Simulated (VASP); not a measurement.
Calculation: PBE GGA + U (Dudarev), VASP's PBE PAW potentials (set 64) (plane waves; VASP).

The input files of a VASP run:

### KPOINTS
```
Automatic mesh
0
Gamma
8 8 8
0 0 0
```

### INCAR
```
LWAVE=.FALSE.
LDAUL=2 -1
LDAUJ=0 0
NELM=100   # most electronic steps
LMAXMIX=2   # l cut-off of mixed one-centre charges
EDIFF=1E-6   # SCF stop (eV)
ENCUT=520   # plane-wave cut-off (eV)
LORBIT=10
LDAUTYPE=2   # Dudarev
LDAUPRINT=1
ALGO=Normal   # blocked Davidson
ISIF=2   # forces and stress, cell fixed
LREAL=.FALSE.
GGA=PE
PREC=Accurate
MAGMOM=2.0 -2.0 2*0.0
LDAU=.TRUE.
SIGMA=0.05   # width (eV)
ISMEAR=0   # Gaussian
SYSTEM=NiO
LCHARG=.FALSE.
LDAUU=5.0 0
ISPIN=2
LASPH=.TRUE.   # aspherical one-centre terms
```

**POSCAR**
```
NiO
5.1194340
  0.8164965111   0.4082482556   0.4082482556
  0.4082482556   0.8164965111   0.4082482556
  0.4082482556   0.4082482556   0.8164965111
Ni O
2 2
Cartesian
  0.0000000000   0.0000000000   0.0000000000
  0.8164965111   0.8164965111   0.8164965111
  0.4082482556   0.4082482556   0.4082482556
  1.2247447667   1.2247447667   1.2247447667
```

POTCAR, in this order: Ni O (PBE.64 set). Program: vasp_std.

Estimate the energy per atom (σ→0), cell moment, pressure.

The energy per atom (σ→0) comes out as -5.220 eV/atom and the cell moment is 0.00 μB. The pressure is 1.14 GPa.

File OSZICAR:
```
...
DAV:  10    -0.208775849790E+02   -0.42498E-02   -0.67826E-02  7540   0.367E+00    0.414E-01
DAV:  11    -0.208783449792E+02   -0.76000E-03   -0.78185E-03  5688   0.210E+00    0.125E-01
DAV:  12    -0.208784619706E+02   -0.11699E-03   -0.12981E-03  7472   0.612E-01    0.565E-02
DAV:  13    -0.208785225992E+02   -0.60629E-04   -0.23143E-04  7068   0.254E-01    0.354E-02
DAV:  14    -0.208785240306E+02   -0.14314E-05   -0.25403E-05  6932   0.962E-02    0.120E-02
DAV:  15    -0.208785231574E+02    0.87320E-06   -0.12276E-05  7336   0.402E-02    0.704E-03
DAV:  16    -0.208785232800E+02   -0.12261E-06   -0.65070E-07  2768   0.186E-02
   1 F= -.20878523E+02 E0= -.20878523E+02  d E =-.627913E-17  mag=     0.0000
```

The compound is NiO in the rock salt, AFM-II order structure. The cell was not relaxed at this level. The run is one of a series of settings (LDAU = .TRUE., LDAUJ = 0 0, LDAUL = 2 -1, LDAUTYPE = 2, LDAUU = 5.0 0, LMAXMIX = 2 against the base run), some of them coarse on purpose.
